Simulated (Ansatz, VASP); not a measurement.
**Cross-check of CdAu between VASP and Ansatz**

Wanted: the spread between two codes on one cell, functional and k mesh. The cell is taken from a series of runs on this material, whose earlier steps may have relaxed, scaled, displaced or heated it; both programs get it as it stands.

Calculated with Ansatz 0.2.0; plane waves, with VASP 6.6.1 beside it; relaxation of cell and atoms at PBEsol.

## (1) Set-up

It takes space group Pmma (No. 51, orthorhombic). Conventional cell: a = 4.692 Å, b = 3.317 Å, c = 4.692 Å, α = 90.00°, β = 90.00°, γ = 90.00°. Cd has 8 Au at 2.85 to 2.90 Å and 2 Cd at 3.06 Å nearest. Nearest to Au lie 8 Cd at 2.85 to 2.90 Å and 2 Au at 3.02 Å. Farther neighbours are not listed.

Coordinates:

```
Cd Au
1.0
    -3.31749    0.00000    0.00000
     0.00000   -3.31749   -3.31749
     0.00000   -3.31749    3.31749
Cd Au
2 2
Direct
  0.50000 0.04136 0.50000
  0.50000 0.45864 0.00000
  0.00000 0.54689 0.50000
  0.00000 0.95311 0.00000
```

## (2) VASP: relaxation of cell and atoms, PBEsol

The relaxed volume is the usual yardstick between codes: in a stiff, nearly cubic crystal its relative difference is about their pressure difference at one cell divided by the bulk modulus.

Lines of VASP's logs that name or quote its potential files are left out, and so is its time.

Input file INCAR:

```
SYSTEM = CdAu
PREC = Accurate
ENCUT = 500
EDIFF = 1E-07
NELM = 120
ISMEAR = 1
SIGMA = 0.2
LREAL = .FALSE.
ALGO = Normal
GGA = PS
NBANDS = 29
LASPH = .TRUE.
LORBIT = 11
LWAVE = .FALSE.
LCHARG = .FALSE.
ISIF = 3
IBRION = 2
NSW = 80
EDIFFG = -0.005
GGA_COMPAT = .FALSE.
NELMIN = 4
KPAR = 2
```

Input file POSCAR:

```
CdAu
1.0
   -3.3174900000      0.0000000000      0.0000000000
    0.0000000000     -3.3174900000     -3.3174900000
    0.0000000000     -3.3174900000      3.3174900000
Cd Au
2 2
Direct
    0.5000000000      0.0413573213      0.5000001507
    0.5000000000      0.4586428294      0.0000001507
    0.0000000000      0.5468919273      0.5000001507
    0.0000000000      0.9531082234      0.0000001507
```

Input file KPOINTS:

```
Automatic mesh
0
Gamma
12 10 10
0 0 0
```

The projector-augmented-wave data sets are Cd and Au (PBE family, release 64).

Command:

```sh
mpirun -np 2 vasp_std
```

Numbers of over 12 decimals in the logs are rounded to 6 here.

Log:

```text
[banner, memory and clock lines left out]
running    2 mpi-ranks, on    1 nodes
 distrk:  each k-point on    1 cores,    2 groups
 distr:  one band on    1 cores,    1 groups

 POSCAR found type information on POSCAR CdAu
 POSCAR found :  2 types and       4 ions
|                                                                             |
|               ----> ADVICE to this user running VASP <----                  |
|                                                                             |
|     You enforced a specific xc type in the INCAR file but a different       |
|     [... a line on the potential file left out ...]
|     I HOPE YOU KNOW WHAT YOU ARE DOING!                                     |
|                                                                             |

 LDA part: xc-table for (Slater+PW92), standard interpolation
 POSCAR, INCAR and KPOINTS ok, starting setup
 FFT: planning ... GRIDC
 FFT: planning ... GRID_SOFT
 FFT: planning ... GRID
 WAVECAR not read
 entering main loop
       N       E                     dE             d eps       ncg     rms          rms(c)
DAV:   1     0.341596831223E+03    0.34160E+03   -0.23816E+04 14616   0.154E+03
DAV:   2    -0.133764749666E+01   -0.34293E+03   -0.32777E+03 15259   0.389E+02
DAV:   3    -0.117909884114E+02   -0.10453E+02   -0.10352E+02 16515   0.761E+01
DAV:   4    -0.118496625200E+02   -0.58674E-01   -0.58647E-01 15706   0.511E+00
DAV:   5    -0.118500724352E+02   -0.40992E-03   -0.40991E-03 16489   0.473E-01    0.126E+01
DAV:   6    -0.110276988434E+02    0.82237E+00   -0.24419E+00 15391   0.122E+01    0.787E+00
DAV:   7    -0.109596586887E+02    0.68040E-01   -0.13565E-01 15811   0.422E+00    0.427E+00
DAV:   8    -0.109488142426E+02    0.10844E-01   -0.31748E-02 16016   0.150E+00    0.275E-01
DAV:   9    -0.109481750349E+02    0.63921E-03   -0.40034E-03 15651   0.648E-01    0.210E-01
DAV:  10    -0.109482027469E+02   -0.27712E-04   -0.16510E-04 16301   0.117E-01    0.517E-02
DAV:  11    -0.109482051617E+02   -0.24148E-05   -0.13764E-05 15616   0.439E-02    0.618E-03
DAV:  12    -0.109482051257E+02    0.35937E-07   -0.40295E-07 14970   0.519E-03
   1 F= -.10948205E+02 E0= -.10947770E+02  d E =-.109482E+02
[... from here on, the cycles between the ionic steps are left out ...]
   2 F= -.10951730E+02 E0= -.10951236E+02  d E =-.352449E-02
   3 F= -.10951842E+02 E0= -.10951356E+02  d E =-.363698E-02
  28 F= -.10970770E+02 E0= -.10971361E+02  d E =-.241125E-02
  29 F= -.10972418E+02 E0= -.10972995E+02  d E =-.405889E-02
  30 F= -.10971613E+02 E0= -.10971402E+02  d E =-.325428E-02
  31 F= -.10972755E+02 E0= -.10973131E+02  d E =-.439615E-02
  32 F= -.10973436E+02 E0= -.10973931E+02  d E =-.680885E-03
  33 F= -.10973762E+02 E0= -.10974371E+02  d E =-.100636E-02
  34 F= -.10973706E+02 E0= -.10974426E+02  d E =0.559410E-04
  35 F= -.10973875E+02 E0= -.10974538E+02  d E =-.113114E-03
  36 F= -.10973917E+02 E0= -.10974647E+02  d E =-.425266E-04
 trial-energy change:   -0.000043  1 .order   -0.000043   -0.000058   -0.000027
 step:   2.4668(harm=  2.4668)  dis= 0.00046  next Energy=   -10.973930 (dE=-0.549E-04)
 bond charge predicted
       N       E                     dE             d eps       ncg     rms          rms(c)
DAV:   1    -0.109741875948E+02   -0.27026E-03   -0.16684E-02 15486   0.865E-01    0.874E-02
DAV:   2    -0.109740043898E+02    0.18321E-03   -0.21493E-04 15386   0.139E-01    0.457E-02
DAV:   3    -0.109739339429E+02    0.70447E-04   -0.73578E-05 15681   0.707E-02    0.174E-02
DAV:   4    -0.109739294824E+02    0.44604E-05   -0.10607E-05 15751   0.267E-02    0.711E-03
DAV:   5    -0.109739293719E+02    0.11052E-06   -0.33083E-07 13871   0.506E-03    0.409E-03
DAV:   6    -0.109739292759E+02    0.95966E-07   -0.51370E-08  7653   0.208E-03
  37 F= -.10973929E+02 E0= -.10974710E+02  d E =-.544503E-04
 curvature:  -1.59 expect dE=-0.355E-05 dE for cont linesearch -0.165E-09
 trial: gam= 0.01694 g(F)=  0.137E-05 g(S)=  0.856E-06 ort =-0.771E-07 (trialstep = 0.153E+01)
 search vector abs. value=  0.224E-05
 reached required accuracy - stopping structural energy minimisation
```

Parts of OUTCAR (step 2):

```text
ion  position               nearest neighbor table
   1  0.500  0.041  0.500-   3 2.85   3 2.85   3 2.89   3 2.89   4 2.90   4 2.90   4 2.90   4 2.90
                             2 3.06   2 3.06   2 3.60   2 3.60
   2  0.500  0.459  0.000-   4 2.85   4 2.85   4 2.89   4 2.89   3 2.90   3 2.90   3 2.90   3 2.90
                             1 3.06   1 3.06   1 3.60   1 3.60
   3  0.000  0.547  0.500-   1 2.85   1 2.85   1 2.89   1 2.89   2 2.90   2 2.90   2 2.90   2 2.90
                             4 3.02   4 3.02
   4  0.000  0.953  0.000-   2 2.85   2 2.85   2 2.89   2 2.89   1 2.90   1 2.90   1 2.90   1 2.90
                             3 3.02   3 3.02

  LATTYP: Found a simple tetragonal cell.
 ALAT       =     4.6916393510
 C/A-ratio  =     0.7071067812

 Subroutine GETGRP returns: Found  8 space group operations
 (whereof  4 operations were pure point group operations)

The static configuration has the point symmetry C_2v.
 The point group associated with its full space group is D_2h.

 Found    252 irreducible k-points:

   k-points           NKPTS =    252   k-points in BZ     NKDIM =    252   number of bands    NBANDS=     29

   dimension x,y,z NGX =    24 NGY =   36 NGZ =   36
   dimension x,y,z NGXF=    48 NGYF=   72 NGZF=   72

   ENCUT  =  500.0 eV  36.75 Ry    6.06 a.u.   6.05  8.55  8.55*2*pi/ulx,y,z

   NELECT =      46.0000    total number of electrons

 k-points in reciprocal lattice and weights: Automatic mesh
   0.00000000  0.00000000  0.00000000       0.001
   0.08333333  0.00000000  0.00000000       0.002
   0.16666667  0.00000000  0.00000000       0.002
   0.25000000  0.00000000  0.00000000       0.002
   0.33333333  0.00000000  0.00000000       0.002
   0.41666667  0.00000000  0.00000000       0.002
   0.50000000  0.00000000  0.00000000       0.001
   0.00000000  0.10000000  0.00000000       0.002
   0.00000000  0.00000000  0.10000000       0.002
[...]
0.41666667  0.50000000  0.50000000       0.002
   0.50000000  0.50000000  0.50000000       0.001

 average (electrostatic) potential at core
       1 -35.7319       2 -35.7319       3 -67.5577       4 -67.5577

 E-fermi :   6.1637

 k-point     1 :       0.0000    0.0000    0.0000
  band No.  band energies     occupation
    ...
     20       2.6839      2.00000
     21       2.7740      2.00000
     22       4.3231      2.00000
     23       4.5685      2.00000
     24       5.7990      2.02707
     25       7.9168     -0.00000
     26      10.6978      0.00000
     27      11.1105      0.00000
     28      13.1026      0.00000
     29      13.3204      0.00000

 k-point     2 :       0.0833    0.0000    0.0000
  band No.  band energies     occupation
    ...
     20       2.5765      2.00000
     21       2.7705      2.00000
     22       4.7562      2.00000
     23       4.8630      2.00000
     24       5.8551      2.05140
     25       7.9328     -0.00000
     26      10.9136      0.00000
     27      11.3298      0.00000
     28      11.8474      0.00000
     29      13.8169      0.00000

 k-point     3 :       0.1667    0.0000    0.0000
  band No.  band energies     occupation
    ...
     20       2.4519      2.00000
     21       2.7913      2.00000
     22       5.5818      2.00031
     23       5.6915      2.00421
     24       6.0133      1.95337
     25       7.9860     -0.00000
     26      10.0166     -0.00000
     27      11.5381      0.00000
     28      11.9537      0.00000
     29      14.0708      0.00000

  Total       -0.0007383     -0.0035844     -0.0035844      0.0000000     -0.0047288      0.0000000
  in kB       -0.0161938     -0.0786249     -0.0786249      0.0000000     -0.1037274      0.0000000
  external PRESSURE =      -0.0578145 kB  Pullay stress =       0.0000000 kB

  energy-cutoff  :      500.00
  volume of cell :       73.04
      direct lattice vectors                 reciprocal lattice vectors
    -3.095684821  0.000000000  0.000000000    -0.323030301  0.000000000  0.000000000
     0.000000000 -3.499455638 -3.499455638     0.000000000 -0.142879365 -0.142879365
     0.000000000 -3.371156799  3.371156799     0.000000000 -0.148317041  0.148317041

 POSITION                                       TOTAL-FORCE (eV/Angst)
 -----------------------------------------------------------------------------------
     -1.54784     -1.87874      1.49241         0.000000      0.002319      0.002319
     -1.54784     -1.55656     -1.55656         0.000000     -0.002319     -0.002319
      0.00000     -3.64640     -0.27525         0.000000      0.001319      0.001319
      0.00000     -3.28836     -3.28836         0.000000     -0.001319     -0.001319
 -----------------------------------------------------------------------------------
    total drift:                               -0.000000      0.000277     -0.000277

  FREE ENERGIE OF THE ION-ELECTRON SYSTEM (eV)
  ---------------------------------------------------
  free  energy   TOTEN  =       -10.9739292759 eV

  energy  without entropy=      -10.9762701461  energy(sigma->0) =      -10.97470957

 reached required accuracy - stopping structural energy minimisation

 total charge
# of ion       s       p       d       tot
------------------------------------------
    1        0.463   0.355   9.512  10.330
    2        0.463   0.355   9.512  10.330
    3        0.598   0.340   8.726   9.664
    4        0.598   0.340   8.726   9.664
--------------------------------------------------
tot          2.122   1.391  36.476  39.989

[... 3 further parts left out ...]
```

CONTCAR:

```
CdAu
   1.00000000000000
    -3.0956848210018508    0.0000000000000000    0.0000000000000000
     0.0000000000000000   -3.4994556377500854   -3.4994556377500854
     0.0000000000000000   -3.3711567993928457    3.3711567993928457
  Cd              Au
     2     2
Direct
     0.5000000000000000    0.0551984970308181    0.5000001507000036
     0.5000000000000000    0.4448016536691783    0.0000001506999965
     0.0000000000000000    0.5603226888605872    0.5000001507000036
     0.0000000000000000    0.9396774618394164    0.0000001506999965
```

[end of part 1 of 2]

[Lines on the potential files, build, host, timing and source positions are cut from VASP's logs without a mark.]

[Logs are printed without paths, hosts, clocks, repeated set-up lines and the standing remarks that a program may print on its own settings, such as how far it seeks lower states.]

[Hosts, paths, dates, database ids (printed as entryN), source tags and the programs' standing remarks are cut or masked in the printed files.]
